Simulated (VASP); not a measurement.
Here is the system:

```yaml
crystal:
  lattice:
    - [1.63498, -2.83186, 0.00000]
    - [1.63498, 2.83186, 0.00000]
    - [0.00000, 0.00000, 5.07463]
  atoms:
    - { symbol: Sc, position: [0.33333, 0.66667, 0.25000] }
    - { symbol: Sc, position: [0.66667, 0.33333, 0.75000] }
```

These are PBE GGA with D3 dispersion (Becke-Johnson damping), VASP's PBE PAW potentials (set 64) (plane waves; VASP 6.6.1) values and carry that method's errors. Settings: 520 eV cut-off, Gaussian smearing of 0.050 eV, potentials Sc_sv.

**Question.** Predict the band gap (along the path) with the smallest direct gap where there is one.

**Answer.** 
| Quantity | Result |
|---|---|
| band gap (along the path) | none (metal, semimetal or under 0.01 eV) |

Only differences to runs with the same potentials and settings are physical.

The compound is Sc in the hcp structure. It was relaxed first, which changed the volume by -6 %.
